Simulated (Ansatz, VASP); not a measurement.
# PtSe2 in two plane-wave programs

Wanted: the spread between two codes on one cell, functional and k mesh. The structure shown is the end of the Ansatz relaxation below.

Calculated with Ansatz 0.2.0; plane waves, with VASP 6.6.1 beside it; single point at PBE with D3(BJ).

### 1. Set-up

It takes space group P-3m1 (No. 164, trigonal). The conventional cell has a = 3.770 Å, b = 3.770 Å, c = 4.828 Å, α = 90.00°, β = 90.00°, γ = 120.00°. Nearest to Pt lie 6 Se at 2.53 Å. Nearest to Se lie 3 Pt at 2.53 Å. Farther neighbours and most contacts between anions are not listed.

### 2. Ansatz: relaxation, PBE with D3(BJ)

Ansatz runs on its PAW soft_1 files.

This run makes the geometry at which the two programs are then compared.

Input file input.yaml:

```yaml
crystal:
  lattice:
    - [3.769614, 0.0, 0.0]
    - [-1.884807, 3.2645814865, 0.0]
    - [0.0, 0.0, 4.827779]
  atoms:
    - { symbol: Pt, position: [0.0, 0.0, 0.0] }
    - { symbol: Se, position: [0.3333333, 0.6666667, 0.2654721] }
    - { symbol: Se, position: [0.6666667, 0.3333333, 0.7345279] }
kpoints:
  mp_grid: { grid: [9, 9, 6] }
scf:
  occupations: { method: fermi_dirac, width: 0.02 }
hamiltonian:
  xc: pbe
  pseudopotentials: { kind: paw, azcp: { folder: soft_1 } }
  dispersion: d3bj
basis:
  ecutwfc: 600
output:
  forces: true
  stress: true
relax:
  f_tol: 0.005
  max_steps: 70
  cell: { stress_tol: 0.02, p_target: 0, fix: [c, alpha, beta, gamma] }
```

Started as:

```console
ansatz run input.yaml --threads 4 --pin off --max-ram 10240MiB --backend cpu --events-out ev --progress --plain --runs-dir out
```

Numbers of over 12 decimals in the logs are rounded to 6 here.

The program printed:

```text
Warning: crystal.symmetry: narrowed to the stabiliser of the fixed cell quantities (relax.cell.fix) — unitary ops 12 → 4. The narrowing is safe, since a smaller group never makes results wrong: the run goes on under it, on as many k-points as the starting group would need, or more. Excluded: 8 operations that would move a fixed cell quantity at a test strain (relax.cell.fix fixes c, alpha, beta, gamma). The cell can leave their symmetry as it relaxes.
Engine: ansatz 0.2.0, x86_64-unknown-linux-gnu
Pseudopotentials: kind: paw
Pseudopotential: Pt, paw, valence charge 18, recommended cutoff 420 eV (normal), soft_1/Pt.paw.azcp
Pseudopotential: Se, paw, valence charge 16, recommended cutoff 420 eV (normal), soft_1/Se.paw.azcp
Functional definition: PBE
  parameter kappa = 0.804
  parameter beta = 0.066725
  exchange = pbe_x(kappa = kappa, mu = beta*pi^2/3)
  correlation = pbe_c(beta = beta)
Crystal: 3 atoms, lattice volume = 59.412 Å³
Basis set: ecut = 600 eV, 1993 PW (Γ), exchange–correlation on 64×64×80 points (8 copies of the dense FFT grid, shifted against one another)
Bands: 30, of which v1, the nominal top of the filled ones, is band 25 counted from 1 (24 counted from 0)
Symmetry: 4 space group operations
k-points: 140 of 486
Non-local potential: Pt, projectors of the file, l = 0: 3, l = 1: 2, l = 2: 2, l = 3: 1
Non-local potential: Se, projectors of the file, l = 0: 2, l = 1: 2, l = 2: 3, l = 3: 1
PAW form: soft (Blöchl's): semilocal exchange-correlation on the pseudo side does not see the compensation charge
PAW one-centre angular grid: Pt, 590 points (default); XC on 64 Gauss nodes
PAW one-centre angular grid: Se, 590 points (default); XC on 64 Gauss nodes
Initial density: superposition of atomic densities (chi_scale 0.1, normalization cell, long waves kept (reshape's long-wave potential 0.01 eV rms))
Initial wavefunctions: pseudopotential atomic-orbital guess
Functional: x = pbe(κ = 0.804, μ = 0.219515), c = pbe(β = 0.066725)
SCF iter   1: F=—  HF=-23465.591656 eV  |F-HF|=—  |Δ(HF+E_count)|=         —  Δρ=4.85e-2  dr2=6.86e-1  ethr=3.10e-3  ⟨swp⟩=5.4  Hψ=16071  notcnv=0
preconditioner: auto → Resta (q_TF=auto, 2.651 Å⁻¹)  ε∞=6.1  [insulator: Δε(μ)=0.048 eV  Ē_g=10.050 eV  σ=0.020 eV  W_gap=0.54  n_scr=22 (ndim 8)  ℏωp=22.6 eV  f_vac=0.008  D(μ)=0.81/eV (n_scr^D=2)  ε∞_Penn≈6.1]
SCF iter   2: F=—  HF=-23465.483860 eV  |F-HF|=—  |Δ(HF+E_count)|=   1.08e-1  Δρ=2.60e-2  dr2=1.95e-1  ethr=1.37e-3  ⟨swp⟩=2.0  Hψ=5907  notcnv=0  defer=95
preconditioner: auto → Kerker (q_TF=auto, 2.651 Å⁻¹)  [metal: Δε(μ)=0.042 eV  Ē_g=10.070 eV  σ=0.020 eV  W_gap=0.48  n_scr=22 (ndim 8)  ℏωp=22.6 eV  f_vac=0.010 (ignored in choosing the arm: the first look at the density read no void)  D(μ)=0.86/eV (n_scr^D=2)]
SCF iter   3: F=—  HF=-23465.449601 eV  |F-HF|=—  |Δ(HF+E_count)|=   3.43e-2  Δρ=3.13e-3  dr2=8.26e-3  ethr=3.90e-4  ⟨swp⟩=2.0  Hψ=5938  notcnv=0  defer=95
SCF iter   4: F=—  HF=-23465.450343 eV  |F-HF|=—  |Δ(HF+E_count)|=   7.42e-4  Δρ=1.02e-3  dr2=1.06e-3  ethr=1.65e-5  ⟨swp⟩=2.0  Hψ=7653  notcnv=0  defer=95
SCF iter   5: F=—  HF=-23465.450014 eV  |F-HF|=—  |Δ(HF+E_count)|=   3.29e-4  Δρ=5.62e-4  dr2=3.66e-4  ethr=2.12e-6  ⟨swp⟩=2.0  Hψ=7008  notcnv=0  defer=95
SCF iter   6: F=—  HF=-23465.450075 eV  |F-HF|=—  |Δ(HF+E_count)|=   6.13e-5  Δρ=2.33e-4  dr2=3.78e-5  ethr=7.32e-7  ⟨swp⟩=2.4  Hψ=6878  notcnv=0  defer=95
SCF iter   7: F=—  HF=-23465.450103 eV  |F-HF|=—  |Δ(HF+E_count)|=   2.74e-5  Δρ=5.46e-5  dr2=2.31e-6  ethr=7.56e-8  ⟨swp⟩=2.0  Hψ=5485  notcnv=0  defer=95
SCF iter   8: F=—  HF=-23465.450103 eV  |F-HF|=—  |Δ(HF+E_count)|=   5.77e-7  Δρ=1.69e-5  dr2=2.91e-7  ethr=4.63e-9  ⟨swp⟩=2.0  Hψ=5646  notcnv=0  defer=95
SCF iter   9: F=-23465.450104 eV  HF=-23465.450104 eV  |F-HF|=1.46e-8  |Δ(HF+E_count)|=   9.70e-8  Δρ=5.61e-6  dr2=3.83e-8  ethr=2.00e-10  ⟨swp⟩=4.3  Hψ=13353  notcnv=0
SCF 1 converged in 9 iterations: F = -23465.450104 eV  dr2 = 3.83e-8
  greatest PAW one-centre occupation: 1.000 electrons in one spin orbital (limit 2), on the Pt atom at site 0 (counted from 0), in its partial waves of l = 0
relax step   1: F+E_penalty+E_count = -23465.45010355 eV  Δ(F+E_penalty+E_count) = +0.000e0 eV  max|allowed force component| = 3.523e-4 eV/Å  Δτ_max = 0.0000 Å  P = +0.007 GPa  Ω = 59.412 Å³  fix = [c, alpha, beta, gamma]  reactions: c -0.001 GPa; alpha -0.000, beta +0.000, gamma +0.000 GPa/rad  (9 SCF iters, dr2 threshold 1.00e-7 eV, accepted)
Initial density: handed on by an earlier stage of this run
Initial wavefunctions: pseudopotential atomic-orbital guess (no wavefunctions were taken with the density)
iter 1 solved again at ethr=8.29e-8 eV; its pass at ethr=3.10e-3 eV (dr2=4.15e-5 eV) is discarded
SCF iter   1: F=—  HF=-23465.450101 eV  |F-HF|=—  |Δ(HF+E_count)|=         —  Δρ=5.70e-6  dr2=3.88e-8  ethr=8.29e-8  ⟨swp⟩=3.0  Hψ=26949  notcnv=0
preconditioner: auto → LDOS  [metal: Δε(μ)=0.049 eV  Ē_g=10.072 eV  σ=0.020 eV  W_gap=0.48  n_scr=22 (ndim 8)  ℏωp=22.6 eV  f_vac=0.021  D(μ)=0.88/eV (n_scr^D=2)  β→1.0]
SCF iter   2: F=—  HF=-23465.450104 eV  |F-HF|=—  |Δ(HF+E_count)|=   2.94e-6  Δρ=3.02e-6  dr2=9.13e-9  ethr=7.75e-11  ⟨swp⟩=2.2  Hψ=7740  notcnv=0
SCF iter   3: F=—  HF=-23465.450104 eV  |F-HF|=—  |Δ(HF+E_count)|=  1.06e-10  Δρ=1.86e-6  dr2=5.37e-9  ethr=1.83e-11  ⟨swp⟩=2.0  Hψ=7147  notcnv=0
SCF iter   4: F=—  HF=-23465.450104 eV  |F-HF|=—  |Δ(HF+E_count)|=   1.39e-9  Δρ=4.67e-7  dr2=3.01e-10  ethr=1.07e-11  ⟨swp⟩=2.0  Hψ=5431  notcnv=0
SCF iter   5: F=—  HF=-23465.450104 eV  |F-HF|=—  |Δ(HF+E_count)|=  7.64e-11  Δρ=7.96e-8  dr2=6.55e-12  ethr=1.00e-12  ⟨swp⟩=2.0  Hψ=5439  notcnv=0
SCF iter   6: F=-23465.450104 eV  HF=-23465.450104 eV  |F-HF|=7.28e-12  |Δ(HF+E_count)|=  3.64e-12  Δρ=1.04e-8  dr2=6.84e-14  ethr=1.00e-12  ⟨swp⟩=5.0  Hψ=16176  notcnv=0
SCF 2 converged in 6 iterations: F = -23465.450104 eV  dr2 = 6.84e-14
relax step   2: F+E_penalty+E_count = -23465.45010356 eV  Δ(F+E_penalty+E_count) = -7.771e-9 eV  max|allowed force component| = 3.406e-4 eV/Å  Δτ_max = 0.0000 Å  P = +0.007 GPa  Ω = 59.412 Å³  fix = [c, alpha, beta, gamma]  reactions: c -0.001 GPa; alpha -0.000, beta +0.000, gamma +0.000 GPa/rad  stress off target by 1.04e-2 GPa on what of the cell is left free  SCF on the basis re-selected at this cell (its energy is not comparable with the rows above)  (6 SCF iters)
basis re-selected at this cell: Δ(F+E_penalty+E_count) = -7.771e-9 eV, ΔP = -0.000 GPa vs the last step (what re-selecting the basis moved, of the pressure what is left beyond the Pulay correction that the steps carried, after the strain that the cell walked since its last selection, with what the two solves' SCF thresholds leave and, on support functions, any second-order correction that the steps lacked; it is no m [...]
SCF converged after 6 iterations
Free energy (F): -23465.450104 eV
Harris-Foulkes:  -23465.450104 eV  (|F-HF|=7.28e-12)
Internal energy: -23465.448993 eV  (E = F + TS)
E sigma→0 (E₀):  -23465.449548 eV
Entropy (-TS):   -0.001110 eV (-0.370 meV/atom)
Fermi energy:    13.327252 eV
--- Per-component energies (eV) ---
  E_band       = -954.066380
  E_kinetic    = 817.972808
  E_local      = -6887.418636  (includes V_loc(G=0)·N_el)
  E_nonlocal   = -503.868263
  E_hartree    = 3383.936164
  E_xc         = -403.095571
  E_vxc        = -453.008629  (∫ρ·V_xc dr)
  E_paw        = -13744.785501  (= ΣΔE_a)
  E_vpaw       = -695.616245  (= ΣTr[D̂ρ^β])
  E_aug_tail   = 0.000245  (compensation charges beyond the density's cutoff)
  E_ewald      = -6126.719942
  E_disp       = -1.470297  (pairwise vdW)
  E_smearing   = -0.001110  (= −TS)
  E_closure    = 0.000000  (closes the sum)
  Σ components = -23465.450104   (vs F -23465.450104, Δ=0.00e0)
--- Forces (eV/Å), atoms counted from 1 ---
  atom   1  Pt     0.00000000     0.00000000     0.00000000
  atom   2  Se    -0.00000000     0.00000000     0.00034056
  atom   3  Se     0.00000000    -0.00000000    -0.00034056
  max |Σ_I F_I| component: 0.00e0 eV/Å
--- Stress (GPa, compression-positive) ---
        0.010384      -0.000000      -0.000000
       -0.000000       0.010384       0.000000
       -0.000000       0.000000      -0.001090
  P = ⅓ Tr σ = 0.0066 GPa (0.066 kbar)
--- Relaxed structure (1 steps of the walk, 1 accepted, 1 SCFs on fresh bases) ---
  F+E_penalty+E_count = -23465.45010356 eV   max|allowed force component| = 3.406e-4 eV/Å   (the final SCF, on the basis selected at the relaxed cell)
  cell:  # Å, volume = 59.4117 Å³
    - [3.769614, 0.0, 0.0]
    - [-1.884807, 3.264581, 0.0]
    - [0.0, 0.0, 4.827779]
  atoms:
    - { symbol: Pt, position: [0.0, 0.0, 0.0] }
    - { symbol: Se, position: [0.333333, 0.666667, 0.2654721] }
    - { symbol: Se, position: [0.666667, 0.333333, 0.7345279] }
```

### 3. VASP: single point, PBE with D3(BJ), pair 1

The same cell, functional, mesh and smearing now go to VASP, with its own data sets.

Lines of VASP's logs that name or quote its potential files are left out, and so is its time.

Input file INCAR:

```
SYSTEM = PtSe2
PREC = Accurate
ENCUT = 500
EDIFF = 1E-06
NELM = 120
ISMEAR = -1
SIGMA = 0.02
LREAL = .FALSE.
ALGO = Normal
GGA = PE
IVDW = 12
NBANDS = 17
LASPH = .TRUE.
LORBIT = 11
LWAVE = .FALSE.
LCHARG = .FALSE.
ISIF = 2
GGA_COMPAT = .FALSE.
KPAR = 2
```

Input file POSCAR:

```
PtSe2
1.0
    3.7696140000      0.0000000000      0.0000000000
   -1.8848070000      3.2645814865      0.0000000000
    0.0000000000      0.0000000000      4.8277790000
Pt Se
1 2
Direct
    0.0000000000      0.0000000000      0.0000000000
    0.3333333333      0.6666666667      0.2654721000
    0.6666666667      0.3333333333      0.7345279000
```

Input file KPOINTS:

```
Automatic mesh
0
Gamma
9 9 6
0 0 0
```

The projector-augmented-wave data sets are Pt and Se (PBE family, release 64).

Started as:

```console
mpirun -np 2 vasp_std
```

The program printed:

```text
[banner, memory and clock lines left out]
running    2 mpi-ranks, on    1 nodes
 distrk:  each k-point on    1 cores,    2 groups
 distr:  one band on    1 cores,    1 groups

 POSCAR found type information on POSCAR PtSe
 POSCAR found :  2 types and       3 ions
 LDA part: xc-table for (Slater+PW92), standard interpolation
 POSCAR, INCAR and KPOINTS ok, starting setup
 FFT: planning ... GRIDC
 FFT: planning ... GRID_SOFT
 FFT: planning ... GRID
 WAVECAR not read
 entering main loop
       N       E                     dE             d eps       ncg     rms          rms(c)
DAV:   1     0.108467591470E+03    0.10847E+03   -0.98927E+03  2124   0.110E+03
DAV:   2    -0.103075386398E+02   -0.11878E+03   -0.11535E+03  2683   0.216E+02
DAV:   3    -0.148944247055E+02   -0.45869E+01   -0.45504E+01  2503   0.435E+01
DAV:   4    -0.149274401912E+02   -0.33015E-01   -0.33003E-01  2709   0.403E+00
DAV:   5    -0.149277735556E+02   -0.33336E-03   -0.33334E-03  2703   0.380E-01    0.121E+01
DAV:   6    -0.144221616236E+02    0.50561E+00   -0.44913E+00  2142   0.192E+01    0.775E+00
DAV:   7    -0.142123268693E+02    0.20983E+00   -0.84586E-01  2171   0.922E+00    0.379E+00
DAV:   8    -0.141983738919E+02    0.13953E-01   -0.54369E-02  2256   0.165E+00    0.833E-01
DAV:   9    -0.141960394061E+02    0.23345E-02   -0.75065E-03  2487   0.847E-01    0.188E-01
DAV:  10    -0.141961816650E+02   -0.14226E-03   -0.11925E-03  2473   0.223E-01    0.398E-02
DAV:  11    -0.141961840789E+02   -0.24139E-05   -0.47766E-05  2683   0.602E-02    0.254E-02
DAV:  12    -0.141961856970E+02   -0.16181E-05   -0.76652E-06  2279   0.196E-02    0.306E-03
DAV:  13    -0.141961860247E+02   -0.32775E-06   -0.71250E-07  1759   0.580E-03
   1 F= -.15666123E+02 E0= -.15665559E+02  d E =-.112644E-02
```

Parts of OUTCAR (step 3):

```text
ion  position               nearest neighbor table
   1  0.000  0.000  0.000-   2 2.53   3 2.53   3 2.53   2 2.53   3 2.53   2 2.53
   2  0.333  0.667  0.265-   1 2.53   1 2.53   1 2.53
   3  0.667  0.333  0.735-   1 2.53   1 2.53   1 2.53

  LATTYP: Found a hexagonal cell.
 ALAT       =     3.7696140000
 C/A-ratio  =     1.2807091124

 Subroutine GETGRP returns: Found 12 space group operations
 (whereof 12 operations were pure point group operations)

The static configuration has the point symmetry D_3d.

 Found     62 irreducible k-points:

   k-points           NKPTS =     62   k-points in BZ     NKDIM =     62   number of bands    NBANDS=     17

   dimension x,y,z NGX =    28 NGY =   28 NGZ =   36
   dimension x,y,z NGXF=    56 NGYF=   56 NGZF=   72

   ENCUT  =  500.0 eV  36.75 Ry    6.06 a.u.   6.87  6.87  8.80*2*pi/ulx,y,z

   NELECT =      22.0000    total number of electrons

 k-points in reciprocal lattice and weights: Automatic mesh
   0.00000000  0.00000000  0.00000000       0.002
   0.11111111  0.00000000  0.00000000       0.012
   0.22222222  0.00000000  0.00000000       0.012
   0.33333333  0.00000000  0.00000000       0.012
   0.44444444  0.00000000  0.00000000       0.012
   0.11111111  0.11111111  0.00000000       0.012
   0.22222222  0.11111111  0.00000000       0.025
   0.33333333  0.11111111  0.00000000       0.025
   0.44444444  0.11111111  0.00000000       0.012
[...]
0.33333333  0.22222222  0.50000000       0.025
   0.33333333  0.33333333  0.50000000       0.004

 average (electrostatic) potential at core
       1 -68.3174       2 -52.5700       3 -52.5700

 E-fermi :   6.7225

 k-point     1 :       0.0000    0.0000    0.0000
  band No.  band energies     occupation
    ...
      6       2.9176      2.00000
      7       2.9176      2.00000
      8       4.2337      2.00000
      9       5.7088      2.00000
     10       5.7088      2.00000
     11       7.4936      0.00000
     12       7.7853      0.00000
     13       7.7853      0.00000
     14      10.0785      0.00000
     15      10.8232      0.00000
    ...

 k-point     2 :       0.1111    0.0000    0.0000
  band No.  band energies     occupation
    ...
      7       2.8261      2.00000
      8       3.9449      2.00000
      9       5.2030      2.00000
     10       5.4956      2.00000
     11       6.6135      1.99146
     12       7.9602      0.00000
     13       8.2734      0.00000
     14      10.8730      0.00000
     15      11.5723      0.00000
     16      13.5622      0.00000
    ...

 k-point     3 :       0.2222    0.0000    0.0000
  band No.  band energies     occupation
    ...
      7       2.6535      2.00000
      8       3.4009      2.00000
      9       4.6897      2.00000
     10       4.9467      2.00000
     11       5.5908      2.00000
     12       8.3430      0.00000
     13       8.3950      0.00000
     14      11.6846      0.00000
     15      12.5642      0.00000
     16      14.1004      0.00000
    ...

 Edisp (eV)   -1.46994

  Total       0.00580     0.00580    -0.00252     0.00000     0.00000    -0.00000
  in kB       0.15633     0.15633    -0.06785     0.00000     0.00000    -0.00000
  external pressure =        0.08 kB  Pullay stress =        0.00 kB

  energy-cutoff  :      500.00
  volume of cell :       59.41
      direct lattice vectors                 reciprocal lattice vectors
     3.769614000  0.000000000  0.000000000     0.265279151  0.153158989  0.000000000
    -1.884807000  3.264581487  0.000000000     0.000000000  0.306317978  0.000000000
     0.000000000  0.000000000  4.827779000     0.000000000  0.000000000  0.207134585

 POSITION                                       TOTAL-FORCE (eV/Angst)
 -----------------------------------------------------------------------------------
      0.00000      0.00000      0.00000        -0.000000      0.000000      0.000000
     -0.00000      2.17639      1.28164        -0.000000      0.000000      0.008069
      1.88481      1.08819      3.54614         0.000000      0.000000     -0.008069
 -----------------------------------------------------------------------------------
    total drift:                               -0.000000      0.000000     -0.000000

  FREE ENERGIE OF THE ION-ELECTRON SYSTEM (eV)
  ---------------------------------------------------
  free  energy   TOTEN  =       -15.6661227065 eV

  energy  without entropy=      -15.6649962638  energy(sigma->0) =      -15.66555949

 total charge
# of ion       s       p       d       tot
------------------------------------------
    1        0.673   0.673   8.026   9.372
    2        1.488   2.217   0.070   3.776
    3        1.488   2.217   0.070   3.776
--------------------------------------------------
tot          3.650   5.107   8.166  16.924

[... 3 further parts left out ...]
```

The k-mesh is coarse for a metal.

The run ends at a pressure of 0.01 GPa, with forces up to 0.0081 eV/Å.

### 4. Side by side

Known differences besides the potentials themselves: the data sets hold 50 valence electrons in Ansatz (on its PAW soft_1 files) and 22 in VASP; the cutoff is 600 eV in Ansatz and 500 eV in VASP; Ansatz's pressure holds a Pulay correction, VASP's none. Total energies have different zeros and are not compared.

Both answers:

```tsv
quantity	Ansatz	VASP	difference
pressure (GPa)	0.01	0.01	0.00
```

At this near-relaxed geometry the largest component of a force difference is 8 meV/Å.

### 5. Ansatz: relaxation, PBE with D3(BJ)

This run makes the geometry at which the two programs are then compared. The cell compared in this pair holds 58.66 Å³, against 59.41 Å³ for the pair before.

The structure compared here is the end of the Ansatz relaxation.

input.yaml, the sections that differ from step 2:

```yaml
crystal:
  lattice:
    - [3.78846207, 0.0, 0.0]
    - [-1.894231035, 3.2809043939, 0.0]
    - [0.0, 0.0, 4.73122342]
  atoms:
    - { symbol: Pt, position: [0.0, 0.0, 0.0] }
    - { symbol: Se, position: [0.3333333, 0.6666667, 0.2654721] }
    - { symbol: Se, position: [0.6666667, 0.3333333, 0.7345279] }
kpoints:
  mp_grid: { grid: [8, 8, 6] }
output:
  forces: true
  stress: true
  write_density: true
  write_potential: true
  elf: true
  volumetric_format: npy
# scf, hamiltonian, basis, relax: as in step 2
```

Started as:

```console
ansatz run input.yaml --threads 4 --pin off --max-ram 10240MiB --backend cpu --events-out ev --progress --plain --runs-dir out
```

The program printed:

```text
[...]
Crystal: 3 atoms, lattice volume = 58.807 Å³
Basis set: ecut = 600 eV, 1933 PW (Γ), exchange–correlation on 64×64×80 points (8 copies of the dense FFT grid, shifted against one another)
Bands: 30, of which v1, the nominal top of the filled ones, is band 25 counted from 1 (24 counted from 0)
Symmetry: 4 space group operations
k-points: 114 of 384
[...]
--- Relaxed structure (3 steps of the walk, 2 accepted, 1 SCFs on fresh bases) ---
[...]
cell:  # Å, volume = 58.6642 Å³
    - [3.783856, 3.6695826333029033e-19, 0]
    - [-1.891928, 3.276915, 0]
    - [0, 0, 4.73122342]
  atoms:
    - { symbol: Pt, position: [0, 0, 0] }
    - { symbol: Se, position: [0.333333, 0.666667, 0.267969] }
    - { symbol: Se, position: [0.666667, 0.333333, 0.732031] }
[key lines of the parts left out:]
SCF converged after 5 iterations
Free energy (F): -23465.454353 eV
Fermi energy:    13.533270 eV
P = ⅓ Tr σ = 0.2760 GPa (2.760 kbar)
```

(Continued in part 2 of 2.)

[Lines on the potential files, build, host, timing and source positions are cut from VASP's logs without a mark.]

[Logs are printed without paths, hosts, clocks, repeated set-up lines and the standing remarks that a program may print on its own settings, such as how far it seeks lower states.]

[Hosts, paths, dates, database ids (printed as entryN), source tags and the programs' standing remarks are cut or masked in the printed files.]
